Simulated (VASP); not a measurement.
Set up this calculation in VASP 6.6.1, as the native input.

```
Task                   : single point
Functional             : PBE
Dispersion             : D3(BJ)
Potentials or basis    : VASP PAW PBE potentials, release 64 (Si, O, H)
Cutoff                 : 450 eV
k mesh                 : 1 × 1 × 1
Occupations            : gaussian, width 0.02 eV
Spin                   : no spin polarisation
Further INCAR settings : ALGO = Fast; EDIFF = 1e-06; NBANDS = 236
```

The structure of Si12HO24 (a cell with a defect) lies in POSCAR:

```
Si12HO24
1.0
    9.8316000000      0.0000000000      0.0000000000
   -4.9158000000      8.5144153600      0.0000000000
    0.0000000000      0.0000000000     10.8182000000
Si O H
24 48 2
Direct
    0.2709099100      0.0094391800      0.1655027100
    0.9985581900      0.2592514300      0.3363694500
    0.2293313700      0.2350352900      0.9973888100
    0.2536999600      0.9943798200      0.6857301500
    0.9943088900      0.2605859300      0.8263963100
    0.2083269900      0.1946535800      0.5153311300
    0.2621491600      0.4975911800      0.1718615900
    0.0071092300      0.7712372900      0.3283148600
    0.2235410900      0.7272896200      0.0054956200
    0.2669434400      0.4925265000      0.6593211300
    0.9964925600      0.7555626100      0.8443723300
    0.2341662800      0.7379975200      0.4999615600
    0.7679183600      0.0027725800      0.1637768200
    0.5150453800      0.2909717700      0.3263891900
    0.7354828800      0.2356065700      0.9947544900
    0.7500254000      0.9945486100      0.6643177100
    0.4988791700      0.2694374300      0.8323993700
    0.7270726000      0.2340685100      0.4992150500
    0.7874783800      0.5096747300      0.1573528400
    0.5014811400      0.7712337700      0.3306460800
    0.7306058600      0.7321122000      0.9989357800
    0.7689976800      0.5017534200      0.6662599300
    0.4892422100      0.7549201000      0.8332459800
    0.7359702800      0.7334614600      0.4949275200
    0.0585994900      0.1851775900      0.4426589500
    0.2910020100      0.3666465000      0.1058264000
    0.1398598500      0.4267424900      0.2869976000
    0.2009835100      0.0720170000      0.0577487200
    0.4066298400      0.3704627500      0.3615348300
    0.4326514900      0.1539250100      0.2217404800
    0.0637104000      0.2018104000      0.9379856800
    0.2961209500      0.3602216000      0.5945064100
    0.1329963000      0.4206365700      0.7662825000
    0.1440959400      0.0534628100      0.6192837800
    0.3618947100      0.2974696100      0.8889306100
    0.4273668200      0.1382933600      0.7227606500
    0.0698422700      0.7005748600      0.4356703700
    0.2976032600      0.8725800500      0.1047948800
    0.1459163000      0.9395625000      0.2791979800
    0.1925934700      0.5656927500      0.0691771200
    0.3725483100      0.8040633200      0.3955902100
    0.4281822600      0.6421691300      0.2206537200
    0.0484628800      0.6811712500      0.9565332700
    0.2831508900      0.8721161200      0.6050312400
    0.1573768100      0.9148317700      0.8113722100
    0.2107464500      0.5753019700      0.5568150000
    0.3464649500      0.7730380600      0.8905284800
    0.4297587500      0.6246495600      0.7230592100
    0.5674995200      0.2199689900      0.4418414100
    0.8114747800      0.3713264800      0.0999751300
    0.6741022500      0.4415287100      0.2761049300
    0.7048024300      0.0708391800      0.0544039400
    0.8598764000      0.2853916600      0.3919929700
    0.9337635900      0.1388796900      0.2191445800
    0.5688786300      0.2097478700      0.9432799200
    0.7969424800      0.3651871000      0.6090898100
    0.6362505700      0.4334820500      0.7744881600
    0.6856066900      0.0652798700      0.5578710000
    0.8594873700      0.2928012300      0.8810256900
    0.9165469200      0.1276861800      0.7199152000
    0.5689396300      0.6934002000      0.4307230900
    0.7919415500      0.8629271600      0.1084292300
    0.6399768800      0.9359748100      0.2761740900
    0.7067804900      0.5682967600      0.0547796900
    0.8688771100      0.7964578400      0.3870153500
    0.9505596500      0.6538900700      0.2097545600
    0.5644435100      0.7011425300      0.9437322700
    0.7805881900      0.8618020400      0.6029322100
    0.6206643000      0.9221698500      0.7749832700
    0.7103227700      0.5713318500      0.5546426500
    0.8615482000      0.7938688900      0.8892565300
    0.9332905500      0.6387354700      0.7249986100
    0.4572132700      0.4618579300      0.3781049900
    0.2926452400      0.1351483600      0.4422009000
```

The input as run:

INCAR

```
SYSTEM = Si12HO24
PREC = Accurate
ENCUT = 450
EDIFF = 1E-6
ISMEAR = 0
SIGMA = 0.02
LREAL = .FALSE.
LASPH = .TRUE.
NELM = 60
ALGO = Fast
ISIF = 2
LWAVE = .FALSE.
LCHARG = .FALSE.
GGA = PE
IVDW = 12
NBANDS = 236
```

KPOINTS

```
regular mesh
0
G
  1 1 1
  0 0 0
```

Potentials or basis: VASP PAW PBE potentials, release 64 (Si, O, H).

The run is started by

```console
$ cat potpaw_PBE.64/Si/POTCAR potpaw_PBE.64/O/POTCAR potpaw_PBE.64/H/POTCAR > POTCAR
$ mpirun -np 1 vasp_std > vasp.out
```

It gave:

```json
{
 "Largest force": "17.041 eV/Å",
 "Band gap on the k mesh": "5.41 eV, direct",
 "Dispersion energy per atom": "-0.142 eV"
}
```

It took 5.8 min on 1 thread of Intel(R) Xeon(R) 6975P-C (Granite Rapids), with other jobs on the host, peak memory 0.79 GiB.
